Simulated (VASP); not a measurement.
Cu:

```
Cu
1.0
     0.00000    1.80750    1.80750
     1.80750    0.00000    1.80750
     1.80750    1.80750    0.00000
Cu
1
Direct
  0.00000 0.00000 0.00000
```

| Property | Result |
| --- | --- |
| Program | VASP 6.6.1 |
| Task | relaxation of cell and atoms |
| Functional | r2SCAN |
| Dispersion | rVV10 |
| Potentials or basis | VASP PAW PBE potentials, release 64 (Cu) |
| Cutoff | 520 eV |
| k mesh | 20 × 20 × 20 |
| Occupations | gaussian, width 0.1 eV |
| Spin | no spin polarisation |

At the start: pressure -5.9 GPa; volume 11.81 Å³/atom.

Problem. How do energy, volume and symmetry change on relaxing?

Solution. Over 7 steps the energy falls by 8.4 meV/atom and the volume is 11.36 Å³/atom (-3.8 %); space group Fm-3m (No. 225, to 0.05 Å).

The path:
```tsv
step	energy change (eV)	largest force (eV/Å)	pressure (GPa)	volume (Å³)
1	0.0000	0.0000	-5.89	11.81
2	-0.0045	0.0000	4.42	11.08
3	-0.0084	0.0000	-0.09	11.37
4	-0.0084	0.0000	0.04	11.36
5	-0.0084	0.0000	-0.06	11.37
6	-0.0084	0.0000	-0.05	11.37
7	-0.0084	0.0000	0.01	11.36
```

Final structure:
```xyz
1
Lattice="0.0000 1.7844 1.7844 1.7844 0.0000 1.7844 1.7844 1.7844 0.0000" Properties=species:S:1:pos:R:3 pbc="T T T"
Cu    0.0000    0.0000    0.0000
```

Caveat: the PAW data sets were made with another functional, which shifts forces and pressure a little.
